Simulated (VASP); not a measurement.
These are SCAN meta-GGA, VASP's PBE PAW potentials (set 64) (plane waves; VASP) values and carry that method's errors.

VASP input:

File KPOINTS:
```
Automatic mesh
0
G
8 8 8
0 0 0
```

INCAR:
```
! general
SYSTEM =Li2Se
PREC   =Accurate
ENCUT  =520   ! plane-wave cut-off (eV)
LREAL  =.False.
LASPH  =.True.   ! aspherical one-centre terms

! electronic loop
EDIFF  =1E-7   ! SCF stop (eV)
NELM   =100   ! most electronic steps
ALGO   =Normal
LMAXMIX=4   ! l cut-off of mixed one-centre charges
LMIXTAU=.True.

! smearing
ISMEAR =0   ! Gaussian
SIGMA  =0.05

! functional
METAGGA=SCAN

! ions
ISIF   =2

! output
LWAVE  =.False.
LCHARG =.False.
```

**POSCAR**
```
Li2Se
1
    0.0000000000     2.9812784910     2.9812784910
    2.9812784910     0.0000000000     2.9812784910
    2.9812784910     2.9812784910     0.0000000000
Li Se
2 1
Direct
  0.2500000000   0.2500000000   0.2500000000
  0.7500000000   0.7500000000   0.7500000000
  1.0000000000   1.0000000000   1.0000000000
```

POTCAR, in this order: Li_sv Se (PBE.64 set). Program: vasp_std.

### Question
What does the run give for the energy per atom (σ→0), band gap (on the k-mesh)?

### Answer

```
Property                           Value
------------------------  --------------
energy per atom (σ→0)     -9.728 eV/atom
band gap (on the k-mesh)         3.44 eV
```

**OSZICAR**
```
...
DAV:  30    -0.291837405947E+02   -0.54879E-06   -0.59749E-07   650   0.121E-02    0.177E-03
DAV:  31    -0.291837385798E+02    0.20149E-05   -0.72326E-07   596   0.124E-02    0.195E-03
DAV:  32    -0.291837380914E+02    0.48840E-06   -0.39286E-07   586   0.109E-02    0.306E-04
DAV:  33    -0.291837387414E+02   -0.64992E-06   -0.47834E-08   454   0.366E-03    0.424E-04
DAV:  34    -0.291837385838E+02    0.15752E-06   -0.43280E-08   420   0.292E-03    0.768E-05
DAV:  35    -0.291837389703E+02   -0.38646E-06   -0.84429E-09   296   0.132E-03    0.256E-04
DAV:  36    -0.291837389044E+02    0.65870E-07   -0.19835E-09   296   0.726E-04
   1 F= -.29183739E+02 E0= -.29183739E+02  d E =-.392397E-11
```

The compound is Li2Se in the antifluorite structure. It was relaxed first.
